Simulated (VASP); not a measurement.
A run of VASP 6.6.1:

File INCAR:

```
SYSTEM = SnTe
  PREC = Accurate
  ENCUT = 520
  EDIFF = 1E-7
  ISMEAR = 0
  SIGMA = 0.03
  LREAL = .FALSE.
  LASPH = .TRUE.
  NELM = 80
  ALGO = Fast
  ISIF = 2
  LWAVE = .FALSE.
  LCHARG = .FALSE.
  NBANDS = 17
  KPAR = 4
```

Contents of KPOINTS:

```
Automatic mesh
0
G
  6 6 6
  0 0 0
```

The input POSCAR:

```
SnTe
1.0
    0.0000000000      3.1508500000      3.1508500000
    3.1508500000      0.0000000000      3.1508500000
    3.1508500000      3.1508500000      0.0000000000
Sn Te
1 1
Direct
    0.0000000000      0.0000000000      0.0000000000
    0.5000000000      0.5000000000      0.5000000000
```

Potentials or basis: VASP PAW LDA potentials, release 64 (Sn_d, Te).

The run is started by

```sh
$ cat potpaw_LDA.64/Sn_d/POTCAR potpaw_LDA.64/Te/POTCAR > POTCAR
$ mpirun -np 4 vasp_std > vasp.out
```

Hardware: 4 MPI ranks on Intel(R) Xeon(R) Platinum 8488C (Sapphire Rapids) (shared host).

Task: Estimate the wall time of this run.

Result: It took 4.6 s on 4 MPI ranks on Intel(R) Xeon(R) Platinum 8488C (Sapphire Rapids) (shared host), peak memory 0.16 GiB a rank. Counts: scf iterations 14, k points 16.
